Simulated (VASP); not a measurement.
All values below come from PBEsol GGA, VASP's PBE PAW potentials (set 64) (plane waves; VASP).

VASP ran on this input.

INCAR:
```
SYSTEM = Sn2C6
PREC = Accurate; ENCUT = 520; LREAL = .False.
LASPH = .True.
EDIFF = 1E-7; NELM = 100; ALGO = Normal
LMAXMIX = 4
ISMEAR = -5
GGA = PS
ISIF = 2
LWAVE = .False.; LCHARG = .True.; LORBIT = 11
NEDOS = 601
LEFG = .True.
```

POSCAR:
```
Sn2C6
1
    5.0212850217     0.7114149382     0.7114149382
    0.7114149382     5.0212850217     0.7114149382
    0.7114149382     0.7114149382     5.0212850217
Sn C
2 6
Direct
  0.9990074438   0.9990074438   0.9990074438
  0.2509925562   0.2509925562   0.2509925562
  0.4918724710   0.4918724710   0.8925719209
  0.7581275290   0.7581275290   0.3574280791
  0.4918724710   0.8925719209   0.4918724710
  0.7581275290   0.3574280791   0.7581275290
  0.8925719209   0.4918724710   0.4918724710
  0.3574280791   0.7581275290   0.7581275290
```

File KPOINTS:
```
Automatic mesh
0
Gamma
5 5 5
0 0 0
```

POTCAR, in this order: Sn_d C (PBE.64 set). Program: vasp_std.

Q: What will the output report for the number of irreducible k-points (NKPTS), number of bands (NBANDS), largest plane-wave count, number of space-group operations, FFT grid (NGX, NGY, NGZ)?

A: 
The number of irreducible k-points (NKPTS) is 19 and the number of bands (NBANDS) is 31. The largest plane-wave count is 3253, the number of space-group operations is 12 and the FFT grid (NGX, NGY, NGZ) comes out as 40 × 40 × 40.

The structure was generated: Sn2C6 was put into an ordered model structure (R-3m), which need not be its known phase. It was relaxed first, which changed the volume by +51 %.
